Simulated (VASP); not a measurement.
```yaml
crystal:
  lattice:
    - [3.59538, 0.00000, 0.00000]
    - [-1.79769, 3.11369, 0.00000]
    - [0.00000, 0.00000, 6.32441]
  atoms:
    - { symbol: Sr, position: [0.00000, 0.00000, 0.00000] }
    - { symbol: Sr, position: [0.00000, 0.00000, 0.50000] }
    - { symbol: O, position: [0.33333, 0.66667, 0.25000] }
    - { symbol: O, position: [0.66667, 0.33333, 0.75000] }
```

Method: PBE GGA, VASP's PBE PAW potentials (set 64) (plane waves; VASP). Settings: 520 eV cut-off, 8×8×4 Γ-centred mesh, tetrahedra with Blöchl corrections, potentials Sr_sv O.

The cores are frozen, which limits the accuracy of field gradients.

Task: Give the principal components of the electric field gradient (V/Å²) and the asymmetry η at each nucleus.

Result: 
```tsv
atom	Vxx	Vyy	Vzz	η
Sr1	-1.9	-1.9	3.7	0.00
Sr2	-1.9	-1.9	3.7	0.00
O3	-1.8	-1.8	3.6	0.00
O4	-1.8	-1.8	3.6	0.00
```

The structure was generated: SrO was put into the NiAs type type (P6_3/mmc), which need not be its known phase. It was relaxed first, which changed the volume by -18 %.
